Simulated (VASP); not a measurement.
Energy against volume of Te (trig). All values below come from PBEsol GGA, VASP's PBE PAW potentials (set 64) (plane waves; VASP). Numerical set-up: 520 eV cut-off, 10×10×6 Γ-centred mesh, first-order Methfessel-Paxton smearing of 0.10 eV, potentials Te.

Shape and ions are relaxed at each volume.

```tsv
V (Å³/atom)	E (eV/atom)
30.142	-3.51304
31.104	-3.52385
32.066	-3.52698
33.028	-3.52412
```

**Question.** Fit these four points and predict the energy of the run at 33.990 Å³/atom.

**Answer.** A cubic in V^(−2/3), the third-order Birch-Murnaghan form, passes through the four points with V0 = 32.05 Å³/atom and B0 = 33 GPa, and gives -3.5166 eV/atom there. The run gave -3.5168 eV/atom, -0.1 meV/atom from the fit; all five points give B0 = 33 GPa.

The compound is Te in the trig structure. It was relaxed first, which changed the volume by -6 %.
